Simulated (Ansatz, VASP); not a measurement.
**One calculation of BaMoC2, two programs**

```
CELL_PARAMETERS angstrom
4.11023 0.00000 0.00000
0.00000 4.11023 0.00000
0.00000 0.00000 5.70526
ATOMIC_POSITIONS crystal
Ba 0.50000 0.50000 0.00000
Mo 0.50000 0.50000 0.50000
C 0.00000 0.50000 0.50000
C 0.50000 0.00000 0.50000
```

Alike in both runs: functional PBE; k mesh 6 × 6 × 4; occupations gaussian, width 0.1 eV; no spin polarisation.

Ansatz relaxed the structure, and its values are those at the end. VASP's run is a single point on that final structure, the one shown.

|  | VASP | Ansatz |
| --- | --- | --- |
| version | VASP 6.6.1 | Ansatz 0.2.0 |
| potentials or method | VASP PAW PBE potentials, release 64 (Ba_sv, Mo_sv, C) | scalar-relativistic, plane waves, PAW |
| plane-wave cutoff (eV) | 520 | 420 |
| valence electrons in the cell | 32 | 32 |

Ansatz gave:

| Quantity | Value |
| --- | --- |
| gap on the k mesh at the Fermi level (eV) | none |
| pressure (GPa) | 0.0 |

Problem. Estimate VASP's values.

Solution. gap on the k mesh at the Fermi level (eV): none; pressure (GPa): 0.7.

A gap of «none» marks a metal or a gap that the smearing closes.

Spin-orbit coupling is left out, which matters for the levels of Ba.
